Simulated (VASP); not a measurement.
Runs of VASP 6.6.1 on GaSn. It takes space group Fmmm (No. 69, orthorhombic). The conventional cell has a = 5.459 Å, b = 5.806 Å, c = 6.196 Å, α = 90.00°, β = 90.00°, γ = 90.00°. Ga (site symmetry mmm) is surrounded by 6 Sn at 2.73 to 3.10 Å. Sn (site symmetry mmm) is surrounded by 6 Ga at 2.73 to 3.10 Å. The cell was built by a generator and needn't be a form met in nature.

```csv
task,level,cell,cutoff (eV),smearing,atoms held fixed (from 0),k mesh for the DOS,other keys,gap on the mesh (eV),pressure (GPa),relaxed volume (Å³/atom)
relaxation of the atoms,PBE+rVV10,atoms relaxed,520,methfessel-paxton 0.1 eV,[0],-,-,none,0.1,-
relaxation of cell and atoms,r2SCAN,relaxed,600,methfessel-paxton 0.2 eV,-,-,-,none,0.0,(a)
relaxation of cell and atoms,PBE,relaxed,600,methfessel-paxton 0.2 eV,-,-,-,none,0.0,24.48
single point,PBE,as given,520,fermi-dirac 0.05 eV,-,-,-,none,1.1,-
```

Alike in all rows: potentials or basis VASP PAW PBE potentials, release 64 (Ga_d, Sn_d); no spin polarisation; k mesh 8 × 8 × 8.

Problem. Fill in the values left out.

Solution. (a) 23.53.

Caveats: the relaxation stopped at its first step, so nothing moved (some runs); the PAW data sets were made with another functional, which shifts forces and pressure a little (some runs).

A k mesh can miss the band edges, and the runs leave out spin-orbit coupling on Ga, Sn.

A gap of «none» marks a metal or a gap under the smearing width.
